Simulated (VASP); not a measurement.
Method: MS2 meta-GGA, VASP's PBE PAW potentials (set 64) (plane waves; VASP).

Input for VASP

**INCAR**
```
! general
SYSTEM =Na2S
PREC   =Accurate
ENCUT  =520
LREAL  =.FALSE.
LASPH  =.TRUE.

! electronic loop
EDIFF  =1E-6
NELM   =100
ALGO   =Normal
LMIXTAU=.TRUE.

! smearing
ISMEAR =0
SIGMA  =0.05

! functional
METAGGA=MS2

! ions
IBRION =2
NSW    =60
ISIF   =3
EDIFFG =-0.02

! output
LWAVE  =.FALSE.
LCHARG =.FALSE.
```

KPOINTS:
```
kpoints
0
gamma
 6 6 6
```

**POSCAR**
```
Na2S
1
    0.0000000000     3.2376597283     3.2376597283
    3.2376597283    -0.0000000000     3.2376597283
    3.2376597283     3.2376597283    -0.0000000000
Na S
2 1
Direct
  0.2500000000   0.2500000000   0.2500000000
  0.7500000000   0.7500000000   0.7500000000
  0.0000000000   0.0000000000   0.0000000000
```

POTCAR, in this order: Na_pv S (PBE.64 set). Program: vasp_std.

Estimate the energy per atom (σ→0), band gap (on the k-mesh).

- energy per atom (σ→0) = -7.081 eV/atom
- band gap (on the k-mesh) = 3.10 eV

OSZICAR:
```
...
DAV:  18    -0.212420114672E+02   -0.72345E-04   -0.91478E-05   448   0.102E-01    0.791E-02
DAV:  19    -0.212419929805E+02    0.18487E-04   -0.26124E-05   448   0.566E-02    0.282E-02
DAV:  20    -0.212420141301E+02   -0.21150E-04   -0.10484E-05   460   0.369E-02    0.919E-03
DAV:  21    -0.212420129620E+02    0.11681E-05   -0.10249E-06   380   0.142E-02    0.777E-03
DAV:  22    -0.212420151142E+02   -0.21522E-05   -0.68019E-07   320   0.102E-02    0.723E-03
DAV:  23    -0.212420136652E+02    0.14490E-05   -0.16273E-07   320   0.493E-03    0.655E-03
DAV:  24    -0.212420146580E+02   -0.99284E-06   -0.40938E-08   224   0.307E-03
   1 F= -.21242015E+02 E0= -.21242015E+02  d E =-.212420E+02
```

The compound is Na2S in the antifluorite structure. It was relaxed first. The start is the result of an earlier pass.
